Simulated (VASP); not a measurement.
Level of theory: PBEsol GGA, VASP's PBE PAW potentials (set 64) (plane waves; VASP).

The input files of a VASP run:

File POSCAR:
```
Cu
1
    0.0000000000     1.7815983225     1.7815983225
    1.7815983225     0.0000000000     1.7815983225
    1.7815983225     1.7815983225     0.0000000000
Cu
1
Direct
  0.0000000000   0.0000000000   0.0000000000
```

### KPOINTS
```
Automatic mesh
0
Gamma
17 17 17
0 0 0
```

INCAR:
```
ALGO  =  Normal
EDIFF  =  1E-6
EDIFFG  =  -0.02
ENCUT  =  500
GGA  =  PS
IBRION  =  2
ISIF  =  3
ISMEAR  =  1
LASPH  =  .True.
LCHARG  =  .False.
LMAXMIX  =  4
LREAL  =  .False.
LWAVE  =  .False.
NELM  =  100
NSW  =  40
PREC  =  Accurate
SIGMA  =  0.1
SYSTEM  =  Cu
```

POTCAR, in this order: Cu (PBE.64 set). Program: vasp_std.

What does the run give for the energy per atom (σ→0), volume per atom, band gap (on the k-mesh)?

| Property | Value |
|---|---|
| energy per atom (σ→0) | -4.307 eV/atom |
| band gap (on the k-mesh) | none (metal, semimetal or under 0.01 eV) |
| volume per atom | 11.36 Å^3/atom |

File OSZICAR:
```
...
   1 F= -.43074174E+01 E0= -.43074323E+01  d E =-.430742E+01
       N       E                     dE             d eps       ncg     rms          rms(c)
DAV:   1    -0.431231945285E+01   -0.49028E-02   -0.95956E-02  3118   0.805E+00    0.575E-01
DAV:   2    -0.430896842869E+01    0.33510E-02   -0.71930E-02  3114   0.612E+00    0.221E-01
DAV:   3    -0.430755212328E+01    0.14163E-02   -0.11019E-02  3092   0.247E+00    0.822E-02
DAV:   4    -0.430741733198E+01    0.13479E-03   -0.19202E-04  4014   0.185E-01    0.474E-03
DAV:   5    -0.430741763910E+01   -0.30712E-06   -0.12458E-06  2174   0.219E-02
   2 F= -.43074176E+01 E0= -.43074365E+01  d E =-.259404E-06
```

The compound is Cu in the fcc structure. This run relaxes it. Symmetry was kept, so distortions that lower it aren't found.
